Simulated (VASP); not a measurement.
Input:

```
WSi2
1.0
   -1.62875     1.62875     3.97294
    1.62875    -1.62875     3.97294
    1.62875     1.62875    -3.97294
Si W
2 1
Cartesian
  0.00000   0.00000   5.28401
  0.00000   0.00000   2.66187
  0.00000   0.00000   0.00000
```

These are PBE GGA, VASP's PBE PAW potentials (set 64) (plane waves; VASP) values and carry that method's errors. Settings: 300 eV cut-off, 14×14×14 Γ-centred mesh, Gaussian smearing of 0.050 eV, potentials Si W_sv.

Give the energies of bands 6 to 14 at the high-symmetry points, in eV from the Fermi level.

| band | Γ | X | P | N | M | S | R |
|---|---|---|---|---|---|---|---|
| 6 | -6.60 | -6.70 | -6.56 | -9.70 | -10.78 | -9.19 | -7.89 |
| 7 | -3.81 | -5.81 | -6.33 | -5.58 | -3.61 | -7.56 | -5.70 |
| 8 | -3.13 | -5.50 | -6.33 | -4.74 | -2.45 | -2.91 | -4.97 |
| 9 | -2.71 | -4.84 | -2.98 | -2.68 | -0.83 | -2.59 | -4.03 |
| 10 | -2.71 | -3.10 | -2.36 | -2.62 | -0.83 | -2.39 | -2.96 |
| 11 | 0.58 | -1.76 | -2.36 | -0.38 | -0.47 | -0.27 | -2.27 |
| 12 | 2.51 | 2.63 | -0.05 | 2.54 | -0.47 | 1.77 | 1.85 |
| 13 | 2.95 | 2.79 | 2.79 | 2.73 | 0.74 | 2.46 | 2.06 |
| 14 | 2.95 | 2.93 | 3.39 | 3.79 | 4.31 | 3.48 | 2.84 |

It has no gap at this level: it comes out as a metal or semimetal.

The structure is a typed WSi2 crystal. The cell was not relaxed at this level.
